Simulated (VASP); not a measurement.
ZrN (relaxed from the CsCl type structure, space group Pm-3m): computed properties

Method: PBEsol GGA, VASP's PBE PAW potentials (set 64) (plane waves; VASP).

- space group: Pm-3m (221)
- cell: a = 2.809 Å, b = 2.809 Å, c = 2.809 Å, α = 90.00°, β = 90.00°, γ = 90.00°
- volume per atom: 11.09 Å³/atom
- band gap (over mesh and band path): none (metal, semimetal or under 0.01 eV)
- density: 7.88 g/cm³

```
ZrN
1.0
    2.80925     0.00000     0.00000
    0.00000     2.80925     0.00000
    0.00000     0.00000     2.80925
Zr N
1 1
Direct
  0.00000   0.00000   0.00000
  0.50000   0.50000   0.50000
```

The structure was generated: ZrN was put into the CsCl type type (Pm-3m), which need not be its known phase. It was relaxed first, which changed the volume by -32 %. Symmetry was kept, so distortions that lower it aren't found. The electron count is odd and the run is not spin-polarised, which forces a metal.
